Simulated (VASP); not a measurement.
Write the native input for VASP 6.6.1 that does the following.

* Task: single point
* Functional: PBE
* Potentials or basis: VASP PAW PBE potentials, release 64 (Re, F)
* Cutoff: 520 eV
* k mesh: 10 × 10 × 10
* Occupations: gaussian, width 0.1 eV
* Spin: collinear spin, typed start
* Starting moments: [1.37, 0.0, 0.0, 0.0, 0.18] μB
* Dipole correction: no
* Further INCAR settings: ALGO = Normal; EDIFF = 1e-06; NBANDS = 30

The structure of ReF4 lies in POSCAR:

```
ReF4
1.0
    3.9316911135      0.0000000000      0.0000000000
    0.0000000000      3.9316911135      0.0000000000
    0.0000000000      0.0000000000      3.9316911135
Re F
1 4
Direct
    0.0000000000      0.0000000000      0.0000000000
    0.5000000000      0.0000000000      0.0000000000
    0.0000000000      0.5000000000      0.0000000000
    0.0000000000      0.0000000000      0.5000000000
    0.5000000000      0.5000000000      0.5000000000
```

The cell was built by a generator and needn't be a form met in nature.

The cell isn't the ideal one: random cell by space group and Wyckoff sites (Pm-3m, No. 221).

These files were run (other wordings do the same):

INCAR

```
PREC = Accurate
ENCUT = 520
EDIFF = 1E-6
ISMEAR = 0
SIGMA = 0.1
LREAL = F
LASPH = T
NELM = 150
ALGO = Normal
ISIF = 2
LWAVE = F
LCHARG = T
ISPIN = 2
MAGMOM = 1.37 0 0 0 0.18
LORBIT = 11
LMAXMIX = 4
GGA = PE
LELF = T
LVHAR = T
NBANDS = 30
```

KPOINTS

```
Automatic mesh
0
Gamma
  10 10 10
```

Potentials or basis: VASP PAW PBE potentials, release 64 (Re, F).

Launch:

```bash
$ cat potpaw_PBE.64/Re/POTCAR potpaw_PBE.64/F/POTCAR > POTCAR
$ mpirun -np 1 vasp_std > vasp.out
```

Results of the run:

| Quantity | Value |
| --- | --- |
| Pressure | 1.7 GPa |
| Band gap on the k mesh | none (metal or under the smearing width) |
| Net moment | 1.90 μB per cell |
| Site moments | Re +1.49; F +0.07, +0.11 μB |
| Valence electrons inside the program's atomic spheres | Re 5.47; F 6.10, 6.02 |

Run time: 3.6 min on 1 thread of Intel(R) Xeon(R) Platinum 8488C (Sapphire Rapids) (shared host), peak memory 0.28 GiB.
